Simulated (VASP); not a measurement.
Data:

```
CELL_PARAMETERS angstrom
      1.92209    -3.32916     0.00000
      1.92209     3.32916     0.00000
      0.00000     0.00000     8.07158
ATOMIC_POSITIONS crystal
  Zr 0.00000 0.00000 0.00000
  Se 0.33333 0.66667 0.19604
  Se 0.66667 0.33333 0.80396
```

The numbers are results of RPBE GGA, VASP's PBE PAW potentials (set 64) (plane waves; VASP), not measurements. Settings: 520 eV cut-off, 8×8×3 Γ-centred mesh, tetrahedra with Blöchl corrections, potentials Zr_sv Se.

The cores are frozen, which limits the accuracy of field gradients. Without a dispersion term in the relaxation, distances and binding between the weakly bound layers, chains or molecules are unreliable, and so is what depends on them.

Task: Give the principal components of the electric field gradient (V/Å²) and the asymmetry η at each nucleus.

Result: 
| atom | Vxx | Vyy | Vzz | η |
|---|---|---|---|---|
| Zr1 | 10.8 | 10.8 | -21.7 | 0.00 |
| Se2 | 4.4 | 4.4 | -8.8 | 0.00 |
| Se3 | 4.4 | 4.4 | -8.8 | 0.00 |

The compound is ZrSe2 in the 1T layered structure. It was relaxed first, which changed the volume by +37 %.
